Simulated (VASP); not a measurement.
Calculation: SCAN meta-GGA, VASP's PBE PAW potentials (set 64) (plane waves; VASP).

VASP input:

KPOINTS:
```
Regular mesh
0
gamma
  18 18 18
0 0 0
```

**POSCAR**
```
Ni
1
    0.0000000000     1.7123176714     1.7123176714
    1.7123176714     0.0000000000     1.7123176714
    1.7123176714     1.7123176714     0.0000000000
Ni
1
Direct
  0.0000000000   0.0000000000   0.0000000000
```

### INCAR
```
SYSTEM=Ni
PREC=Accurate; ENCUT=520; LREAL=.FALSE.
LASPH=.TRUE.
EDIFF=1E-7; NELM=100; ALGO=Normal
LMAXMIX=4; LMIXTAU=.TRUE.
ISMEAR=1; SIGMA=0.1
METAGGA=SCAN
ISPIN=2; MAGMOM=0.8
ISIF=2
LWAVE=.FALSE.; LCHARG=.FALSE.; LORBIT=10
```

POTCAR, in this order: Ni (PBE.64 set). Program: vasp_std.

What VASP printed:

### OSZICAR
```
       N       E                     dE             d eps       ncg     rms          rms(c)
DAV:   1     0.117303067745E+02    0.11730E+02   -0.50054E+03  7172   0.149E+03
DAV:   2    -0.179897246277E+02   -0.29720E+02   -0.28597E+02  7144   0.174E+02
DAV:   3    -0.184524217025E+02   -0.46270E+00   -0.46181E+00  8062   0.293E+01
DAV:   4    -0.184572669152E+02   -0.48452E-02   -0.48446E-02  7950   0.256E+00
DAV:   5    -0.184573972025E+02   -0.13029E-03   -0.13029E-03  8147   0.364E-01    0.117E+01
DAV:   6    -0.165634710471E+02    0.18939E+01   -0.27589E+01  7440   0.905E+01    0.814E+00
DAV:   7    -0.161240748940E+02    0.43940E+00   -0.75081E+00  7481   0.389E+01    0.271E+00
DAV:   8    -0.161062272062E+02    0.17848E-01   -0.39850E-02  7096   0.285E+00    0.190E+00
DAV:   9    -0.161059657889E+02    0.26142E-03   -0.58659E-02  8016   0.360E+00    0.668E-01
DAV:  10    -0.161098622197E+02   -0.38964E-02   -0.89353E-02  7480   0.403E+00    0.512E-01
DAV:  11    -0.161090694425E+02    0.79278E-03   -0.16174E-02  7369   0.198E+00    0.925E-02
DAV:  12    -0.161095107278E+02   -0.44129E-03   -0.44777E-03  7431   0.966E-01    0.141E-01
DAV:  13    -0.161092175676E+02    0.29316E-03   -0.20968E-03  7499   0.700E-01    0.357E-02
DAV:  14    -0.161090768024E+02    0.14077E-03   -0.37719E-04  7796   0.264E-01    0.527E-03
DAV:  15    -0.161090834618E+02   -0.66595E-05   -0.40701E-06  7425   0.266E-02    0.310E-03
DAV:  16    -0.161090995092E+02   -0.16047E-04   -0.42828E-07  7687   0.106E-02    0.487E-03
DAV:  17    -0.161090922523E+02    0.72569E-05   -0.65219E-07  5886   0.996E-03    0.263E-03
DAV:  18    -0.161090921332E+02    0.11908E-06   -0.53487E-07  6787   0.106E-02    0.115E-03
DAV:  19    -0.161090900754E+02    0.20578E-05   -0.85104E-08  3704   0.412E-03    0.133E-04
DAV:  20    -0.161090898564E+02    0.21894E-06   -0.86791E-09  3608   0.125E-03    0.711E-05
DAV:  21    -0.161090899035E+02   -0.47064E-07   -0.11852E-09  3573   0.663E-04
   1 F= -.16109090E+02 E0= -.16109185E+02  d E =0.284423E-03  mag=     0.7441
```

**OUTCAR**
```
------------------------ aborting loop because EDIFF is reached ----------------------------------------
  FORCE on cell =-STRESS in cart. coord.  units (eV):
  Direction    XX          YY          ZZ          XY          YZ          ZX
  --------------------------------------------------------------------------------------
  Total        0.5190556      0.5190556      0.5190556      0.0000000      0.0000000      0.0000000
  in kB       82.8211884     82.8211884     82.8211884      0.0000000      0.0000000      0.0000000
  external PRESSURE =      82.8211884 kB  Pullay stress =       0.0000000 kB
  volume of cell :       10.04
      direct lattice vectors                 reciprocal lattice vectors
     0.000000000  1.712317671  1.712317671    -0.292001892  0.292001892  0.292001892
     1.712317671  0.000000000  1.712317671     0.292001892 -0.292001892  0.292001892
     1.712317671  1.712317671  0.000000000     0.292001892  0.292001892 -0.292001892
 POSITION                                       TOTAL-FORCE (eV/Angst)
 -----------------------------------------------------------------------------------
      0.00000      0.00000      0.00000        -0.000000     -0.000000      0.000000
 -----------------------------------------------------------------------------------
    total drift:                                0.000000     -0.000000      0.000000
  FREE ENERGIE OF THE ION-ELECTRON SYSTEM (eV)
  ---------------------------------------------------
  free  energy   TOTEN  =       -16.1090899035 eV

  energy  without entropy=      -16.1093743263  energy(sigma->0) =      -16.10918471

 total charge

# of ion       s       p       d       tot
------------------------------------------
    1        0.553   0.605   8.336   9.493

 magnetization (x)

# of ion       s       p       d       tot
------------------------------------------
    1       -0.010  -0.048   0.817   0.760
```
(Selected blocks of OUTCAR.)

The compound is Ni in the fcc structure. This cell is one point of a volume scan, at 0.97 of the reference volume.
